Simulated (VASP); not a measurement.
```
GaN
1.0
    0.00000     2.25271     2.25271
    2.25271     0.00000     2.25271
    2.25271     2.25271     0.00000
Ga N
1 1
Direct
  0.95561   0.95561   0.04439
  0.25000   0.25000   0.25000
```

Calculation: r2SCAN meta-GGA, VASP's PBE PAW potentials (set 64) (plane waves; VASP 6.6.1). Numerical set-up: 600 eV cut-off, 10×10×10 Γ-centred mesh, Gaussian smearing of 0.050 eV, potentials Ga_d N.

Problem. Which forces act on the atoms, in eV/Å?

Solution. 
```csv
atom,Fx,Fy,Fz
Ga1,0.000,0.000,2.439
N2,0.000,0.000,-2.439
```

Problem. Give the stress tensor in GPa (positive for a compressed cell).

Solution. 
```
  5.95  -12.30    0.00
-12.30    5.95    0.00
  0.00    0.00    0.37
```
The pressure is its mean diagonal, 4.09 GPa.

The compound is GaN in the zinc blende structure, a metastable form; wurtzite is the usual one. This cell was strained or had an atom moved on purpose.
